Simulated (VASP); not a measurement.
Calculation: LDA (Ceperley-Alder, Perdew-Zunger), VASP's LDA PAW potentials (set 64) (plane waves; VASP).

The input files of a VASP run:

File POSCAR:
```
WS2 bilayer
1
    3.1289875774    -0.0000000000    -0.0000000000
   -1.5644937887     2.7097827086     0.0000000000
    0.0000000000     0.0000000000    25.0440981245
W S
2 4
Direct
  0.6666670000   0.3333330000   0.3782807559
  0.3333330000   0.6666670000   0.6217192441
  0.3333330000   0.6666670000   0.4407373784
  0.3333330000   0.6666670000   0.3159755272
  0.6666670000   0.3333330000   0.6840244728
  0.6666670000   0.3333330000   0.5592626216
```

KPOINTS:
```
kpoints
0
G
12 12 1
0 0 0
```

### INCAR
```
LWAVE = .FALSE.
PREC = Normal
LASPH = .TRUE.
NELMIN = 4
LCHARG = .FALSE.
ENCUT = 400   ! plane-wave cut-off (eV)
ISMEAR = 0
LORBIT = 11
SYSTEM = WS2 bilayer
LREAL = .FALSE.   ! projection in real space or not
ALGO = Normal   ! blocked Davidson
NELM = 100   ! most electronic steps
LMAXMIX = 6
SIGMA = 0.05   ! width (eV)
EDIFF = 1E-6
LVHAR = .TRUE.
```

POTCAR, in this order: W_sv S (LDA.64 set). Program: vasp_std. Read from the step before: WAVECAR.

Output

OUTCAR:
```
 ion  position               nearest neighbor table
   1  0.667  0.333  0.378-   4 2.39   4 2.39   4 2.39   3 2.39   3 2.39   3 2.39
   2  0.333  0.667  0.622-   5 2.39   5 2.39   5 2.39   6 2.39   6 2.39   6 2.39
   3  0.333  0.667  0.441-   1 2.39   1 2.39   1 2.39
   4  0.333  0.667  0.316-   1 2.39   1 2.39   1 2.39
   5  0.667  0.333  0.684-   2 2.39   2 2.39   2 2.39
   6  0.667  0.333  0.559-   2 2.39   2 2.39   2 2.39
  LATTYP: Found a hexagonal cell.
 ALAT       =     3.1289875774
 C/A-ratio  =     8.0038982275
 Subroutine PRICEL returns:
 Original cell was already a primitive cell.
 Subroutine GETGRP returns: Found 12 space group operations
The static configuration has the point symmetry D_3d.
The dynamic configuration has the point symmetry D_3d.
 Subroutine INISYM returns: Found 12 space group operations
 Subroutine IBZKPT returns following result:
 Found     19 irreducible k-points:

 Following reciprocal coordinates:
            Coordinates               Weight
  0.000000  0.000000  0.000000      1.000000
  0.083333  0.000000  0.000000      6.000000
  0.166667 -0.000000  0.000000      6.000000
  0.250000  0.000000  0.000000      6.000000
...
```

### OSZICAR
```
       N       E                     dE             d eps       ncg     rms          rms(c)
DAV:   1    -0.524131369558E+02   -0.52413E+02   -0.35049E-04  1254   0.176E-01    0.406E-03
DAV:   2    -0.524131368092E+02    0.14657E-06   -0.80869E-07   925   0.674E-03    0.135E-03
DAV:   3    -0.524131368106E+02   -0.14052E-08   -0.20605E-07   750   0.314E-03    0.512E-04
DAV:   4    -0.524131368176E+02   -0.70431E-08   -0.58970E-08   694   0.171E-03
   1 F= -.52413137E+02 E0= -.52413137E+02  d E =-.131582E-17
```

### OUTCAR
```
------------------------ aborting loop because EDIFF is reached ----------------------------------------
  FORCE on cell =-STRESS in cart. coord.  units (eV):
  Direction    XX          YY          ZZ          XY          YZ          ZX
  --------------------------------------------------------------------------------------
  Total       -0.0221603     -0.0221603     -0.0438695      0.0000000      0.0000000      0.0000000
  in kB       -0.1672026     -0.1672026     -0.3310013      0.0000000      0.0000000      0.0000000
  external PRESSURE =      -0.2218022 kB  Pullay stress =       0.0000000 kB
  volume of cell :      212.35
      direct lattice vectors                 reciprocal lattice vectors
     3.128987577  0.000000000  0.000000000     0.319592192  0.184516640  0.000000000
    -1.564493789  2.709782709  0.000000000     0.000000000  0.369033280  0.000000000
     0.000000000  0.000000000 25.044098124     0.000000000  0.000000000  0.039929567
 POSITION                                       TOTAL-FORCE (eV/Angst)
 -----------------------------------------------------------------------------------
      1.56450      0.90326      9.47370         0.000000      0.000000      0.022453
     -0.00000      1.80652     15.57040         0.000000     -0.000000     -0.022453
     -0.00000      1.80652     11.03787        -0.000000     -0.000000      0.001550
     -0.00000      1.80652      7.91332        -0.000000     -0.000000     -0.015346
      1.56450      0.90326     17.13078        -0.000000      0.000000      0.015346
      1.56450      0.90326     14.00623        -0.000000      0.000000     -0.001550
 -----------------------------------------------------------------------------------
    total drift:                                0.000000      0.000000      0.000000
  FREE ENERGIE OF THE ION-ELECTRON SYSTEM (eV)
  ---------------------------------------------------
  free  energy   TOTEN  =       -52.4131368176 eV

  energy  without entropy=      -52.4131368176  energy(sigma->0) =      -52.41313682

 total charge

# of ion       s       p       d       tot
------------------------------------------
    1        2.329   6.345   3.466  12.140
    2        2.329   6.345   3.466  12.140
    3        1.358   2.361   0.000   3.720
    4        1.357   2.367   0.000   3.724
    5        1.357   2.367   0.000   3.724
    6        1.358   2.361   0.000   3.720
--------------------------------------------------
tot         10.088  22.147   6.931  39.166
```
(Selected blocks of OUTCAR.)

The cell is a sheet with vacuum, built from WS2 (2H layered).
